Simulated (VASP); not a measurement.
Wanted: the native input for a VASP 6.6.1 run.

- Task: work function
- Functional: HSE06
- Potentials or basis: VASP PAW PBE potentials, release 64 (As)
- Cutoff: 520 eV
- k mesh: 6 × 6 × 1
- Occupations: gaussian, width 0.03 eV
- Spin: no spin polarisation
- Grid for exact exchange (PRECFOCK): Fast
- Dipole correction: yes
- Screening parameter: 0.2 1/A
- Further INCAR settings: ALGO = Normal; EDIFF = 1e-06

As, a sheet with vacuum:

```
As
1.0
     3.52992    0.00000    0.00000
    -1.76496    3.05700    0.00000
     0.00000    0.00000   17.40000
As
2
Direct
  0.33333 0.66667 0.45975
  0.66667 0.33333 0.54025
```

The cell was built by a generator and needn't be a form met in nature.

One way to write it, as run:

POSCAR

```
As                                      
1.0
    3.5299167690      0.0000000000      0.0000000000
   -1.7649583845      3.0569975918      0.0000000000
    0.0000000000      0.0000000000     17.4000000000
  As            
     2
Direct
     0.3333330000000032    0.6666669999999968    0.4597495945526638
     0.6666669999999968    0.3333330000000032    0.5402504054473360
```

INCAR.step1

```
SYSTEM = As
PREC = Accurate
ENCUT = 520
EDIFF = 1E-5
ISMEAR = 0
SIGMA = 0.03
LREAL = .FALSE.
LASPH = .TRUE.
NELM = 100
ALGO = Normal
ISIF = 2
LWAVE = .TRUE.
LDIPOL = .TRUE.
IDIPOL = 3
DIPOL = 0.5 0.5 0.500
GGA = PE
KPAR = 4
```

INCAR.step2

```
SYSTEM = As
PREC = Accurate
ENCUT = 520
EDIFF = 1E-6
ISMEAR = 0
SIGMA = 0.03
LREAL = .FALSE.
LASPH = .TRUE.
NELM = 100
ALGO = Normal
ISIF = 2
LWAVE = .FALSE.
LCHARG = .TRUE.
LDIPOL = .TRUE.
IDIPOL = 3
DIPOL = 0.5 0.5 0.500
GGA = PE
LHFCALC = .TRUE.
HFSCREEN = 0.2
PRECFOCK = Fast
LVHAR = .TRUE.
LVACPOTAV = .TRUE.
ISTART = 1
KPAR = 4
```

KPOINTS

```
regular mesh
0
G
  6 6 1
  0 0 0
```

Potentials or basis: VASP PAW PBE potentials, release 64 (As).

Command:

```console
$ cat potpaw_PBE.64/As/POTCAR > POTCAR
$ cp INCAR.step1 INCAR
$ mpirun -np 4 vasp_std > vasp.out
$ cp INCAR.step2 INCAR
$ mpirun -np 4 vasp_std > vasp.out
```

Results of the run:

```json
{
  "Largest force": "0.374 eV/Å",
  "Band gap on the k mesh": "2.10 eV, indirect (least direct gap 2.97 eV)",
  "Ionisation potential of the upper face": "5.61 eV"
}
```

Caveat: the PAW data sets were made with another functional, which shifts forces and pressure a little.

Run time: 60 s on 4 MPI ranks on AMD EPYC 7R13 Processor (Zen 3), on a shared host, peak memory 0.38 GiB a rank.
